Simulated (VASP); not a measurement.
Wanted: an ASE script for a VASP 6.6.1 run.

| Item | Value |
| --- | --- |
| Task | single point |
| Functional | PBE |
| Potentials or basis | VASP PAW PBE potentials, release 64 (Fe_pv, Al, Mg_pv) |
| Cutoff | 520 eV |
| k mesh | 6 × 5 × 5 |
| Occupations | gaussian, width 0.1 eV |
| Spin | collinear spin, ferromagnetic start |
| Starting moments | [3.0, 0.0, 0.0, 0.0, 0.0, 0.0, 0.0, 0.0] μB |
| Further INCAR settings | ALGO = Normal; EDIFF = 1.00e-07; NBANDS = 46 |

Mg6AlFe:

```
CELL_PARAMETERS angstrom
4.90234 0.00000 0.00000
0.00000 2.99940 5.32020
0.00000 -2.99940 5.32020
ATOMIC_POSITIONS crystal
Fe 0.50000 0.67824 0.67824
Al 0.00000 0.81972 0.81972
Mg 0.50000 0.16917 0.16917
Mg 0.50000 0.67041 0.16350
Mg 0.50000 0.16350 0.67041
Mg 0.00000 0.33069 0.33069
Mg 0.00000 0.82692 0.34137
Mg 0.00000 0.34137 0.82692
```

The cell comes from a database or a generator and needn't be the stable form of this composition.

The input as run:

run.py

```python
from ase import Atoms
from ase.calculators.vasp import Vasp
from ase.dft.bandgap import bandgap

atoms = Atoms(
    ['Fe', 'Al', 'Mg', 'Mg', 'Mg', 'Mg', 'Mg', 'Mg'],
    cell=[[4.90233665, 0.0, 0.0], [0.0, 2.999398145, 5.320199115], [0.0, -2.999398145, 5.320199115]],
    scaled_positions=[[0.5, 0.67823514, 0.67823514], [0.0, 0.81971748, 0.81971748], [0.5, 0.16916694, 0.16916694], [0.5, 0.67040828, 0.16350316], [0.5, 0.16350316, 0.67040828], [0.0, 0.33068513, 0.33068513], [0.0, 0.82691732, 0.34136686], [0.0, 0.34136686, 0.82691732]],
    pbc=True,
)
atoms.set_initial_magnetic_moments([3.0, 0.0, 0.0, 0.0, 0.0, 0.0, 0.0, 0.0])
calc = Vasp(
    directory='calc',
    xc='pbe',
    pp='PBE',
    setups='materialsproject',
    prec='Accurate',
    encut=520,
    ediff=1e-07,
    ismear=0,
    sigma=0.1,
    lreal=False,
    lasph=True,
    nelm=120,
    algo='Normal',
    isif=2,
    lwave=False,
    lcharg=False,
    ispin=2,
    lorbit=11,
    lmaxmix=4,
    kpts=[6, 5, 5],
    gamma=True,
    nbands=46,
)
atoms.calc = calc

print('energy (eV):', atoms.get_potential_energy())
print('free energy (eV):', atoms.get_potential_energy(force_consistent=True))
print('forces (eV/A):')
print(atoms.get_forces())
print('stress (eV/A^3, Voigt):', atoms.get_stress())
print('Fermi level (eV):', calc.get_fermi_level())
print('moment (muB):', atoms.get_magnetic_moment())
print('site moments (muB):', atoms.get_magnetic_moments())
gap, top, bottom = bandgap(calc)
print('band gap (eV):', gap, 'from (spin, k, band)', top, 'to', bottom)
```

Potentials or basis: VASP PAW PBE potentials, release 64 (Fe_pv, Al, Mg_pv).

Run with:

```sh
$ python run.py
```

Results of the run:

The pressure is 0.0 GPa. The largest force is 0.136 eV/Å, the band gap on the k mesh is none (metal or under the smearing width) and the net moment is 2.10 μB per cell. The site moments are Fe +2.48; Al -0.02; Mg -0.01, +0.01, -0.02 μB and the valence electrons inside the program's atomic spheres are Fe 12.52; Al 0.76; Mg 6.33, 6.32.

It took 8.7 min on 1 thread of Intel(R) Xeon(R) Platinum 8375C CPU @ 2.90GHz (Ice Lake) (shared host), peak memory 0.56 GiB.
